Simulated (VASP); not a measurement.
**Na3Tl (space group Fm-3m): computed properties**

Method: PBEsol GGA, VASP's PBE PAW potentials (set 64) (plane waves; VASP).

```
Item                                                                  Result
----------------------------------  ----------------------------------------
space group                                                      Fm-3m (225)
cell                                 a = b = c = 7.719 Å, α = β = γ = 90.00°
volume per atom                                               28.75 Å^3/atom
band gap (over mesh and band path)  none (metal, semimetal or under 0.01 eV)
band gap with spin-orbit coupling                            none (metallic)
density                                                           3.95 g/cm³
```

```xyz
4
Lattice="0.0000 3.8595 3.8595 3.8595 0.0000 3.8595 3.8595 3.8595 0.0000" Properties=species:S:1:pos:R:3 pbc="T T T"
Na     1.9298     1.9298     1.9298
Na     5.7893     5.7893     5.7893
Na     3.8595     3.8595     3.8595
Tl     0.0000     0.0000     0.0000
```

Unless said otherwise, spin-orbit coupling is left out, though it shifts the bands of the heavy elements here.

The structure comes from a computed database's Na3Tl entry (Fm-3m); how it stands against other phases isn't given here. It was relaxed first. Symmetry was kept, so distortions that lower it aren't found.
